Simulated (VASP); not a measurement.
A run of VASP 6.6.1 is set up as follows.

The input INCAR:

```
PREC = Accurate ; ENCUT = 520
EDIFF = 1E-6 ; ISMEAR = 1
SIGMA = 0.1 ; LREAL = False
LASPH = True ; NELM = 80
ALGO = Fast ; ISIF = 2
LWAVE = False ; LCHARG = False
GGA = PE ; NBANDS = 16
ICORELEVEL = 1
```

KPOINTS

```
Automatic mesh
0
Gamma
  14 10 28
```

The input POSCAR:

```
WC
1.0
    2.9239164000      0.0000000000      0.0000000000
   -1.4619581000      3.8120883700      0.0000000000
    0.0000000000     -2.1300789500      1.8928319700
W C
1 1
Direct
    0.0000000000      0.0000000000      0.0000000000
    0.3333340000      0.6666670000      0.1666670000
```

Potentials or basis: VASP PAW PBE potentials, release 64 (W_sv, C).

Launch:

```sh
$ cat potpaw_PBE.64/W_sv/POTCAR potpaw_PBE.64/C/POTCAR > POTCAR
$ mpirun -np 1 vasp_std > vasp.out
```

Problem. Estimate the pressure.

Solution. 0.2 GPa.

Problem. Predict the band gap on the k mesh.

Solution. None (metal or under the smearing width).

Stress tensor (GPa, compression positive):
```
0.26 0.00 0.00
0.00 0.19 0.06
0.00 0.06 0.20
```

Spin-orbit coupling is left out, which matters for the levels of W.
